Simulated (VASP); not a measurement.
```xyz
3
Lattice="1.5138 -2.6220 0.0000 1.5138 2.6220 0.0000 0.0000 0.0000 3.2404" Properties=species:S:1:pos:R:3 pbc="T T T"
Ti     0.0000     0.0000     0.0000
B      1.5138     0.8740     1.6202
B      1.5138    -0.8740     1.6202
```

These are optB88-vdW, VASP's PBE PAW potentials (set 64) (plane waves; VASP 6.6.1) values and carry that method's errors. Numerical set-up: 520 eV cut-off, 13×13×11 Γ-centred mesh, tetrahedra with Blöchl corrections, potentials Ti_sv B.

The cores are frozen, which limits the accuracy of field gradients.

Q: Give the principal components of the electric field gradient (V/Å²) and the asymmetry η at each nucleus.

A: 
```csv
atom,Vxx,Vyy,Vzz,η
Ti1,-9.2,-9.2,18.4,0.00
B2,-2.6,-2.6,5.3,0.00
B3,-2.6,-2.6,5.3,0.00
```

The compound is TiB2 in the AlB2 type structure. It was relaxed first.
